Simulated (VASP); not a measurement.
Wanted: the native input for a VASP 6.6.1 run.

| Item | Value |
| --- | --- |
| Task | relaxation of cell and atoms |
| Functional | PBEsol |
| Potentials or basis | VASP PAW PBE potentials, release 64 (Cu) |
| Cutoff | 600 eV |
| k mesh | 18 × 18 × 18 |
| Occupations | methfessel-paxton, width 0.1 eV |
| Spin | no spin polarisation |
| Further INCAR settings | ALGO = Normal; EDIFF = 1e-06; IBRION = 2; EDIFFG = -0.01; NSW = 90; ISIF = 3 |

The structure of Cu lies in POSCAR:

```
Cu
1.0
    0.0000000000      1.8075000000      1.8075000000
    1.8075000000      0.0000000000      1.8075000000
    1.8075000000      1.8075000000      0.0000000000
Cu
1
Direct
    0.0000000000      0.0000000000      0.0000000000
```

These files were run (other wordings do the same):

INCAR

```
PREC     = Accurate       # precision mode
ENCUT    = 600            # plane-wave cutoff, eV
EDIFF    = 1E-6           # SCF threshold, eV
ISMEAR   = 1              # smearing method
SIGMA    = 0.1            # smearing width, eV
LREAL    = F              # projectors in reciprocal space
LASPH    = T              # aspherical terms in the spheres
NELM     = 80             # most SCF steps
ALGO     = Normal         # electronic algorithm
ISIF     = 3              # what is computed and relaxed
LWAVE    = F              # write WAVECAR
LCHARG   = F              # write CHGCAR
GGA      = PS             # functional
IBRION   = 2              # ionic algorithm
NSW      = 90             # ionic steps
EDIFFG   = -0.01          # ionic threshold
```

KPOINTS

```
Automatic mesh
0
Gamma
  18 18 18
```

Potentials or basis: VASP PAW PBE potentials, release 64 (Cu).

Command:

```console
$ cat potpaw_PBE.64/Cu/POTCAR > POTCAR
$ mpirun -np 1 vasp_std > vasp.out
```

It gave:

```json
{
  "Relaxed volume": "11.37 Å³/atom",
  "Relaxed cell": "a = 2.524 Å, b = 2.524 Å, c = 2.524 Å, α = 60.00°, β = 60.00°, γ = 60.00°",
  "Space group after relaxing (to 0.05 Å)": "Fm-3m (No. 225)",
  "Energy gained by relaxing": "8.0 meV/atom",
  "Ionic steps": "3",
  "Pressure after relaxing": "0.0 GPa",
  "Band gap on the k mesh": "none (metal or under the smearing width)"
}
```

Caveat: the PAW data sets were made with another functional, which shifts forces and pressure a little.

Run time: 20 s on 1 thread of Intel(R) Xeon(R) 6975P-C (Granite Rapids), with other jobs on the host, peak memory 0.15 GiB.
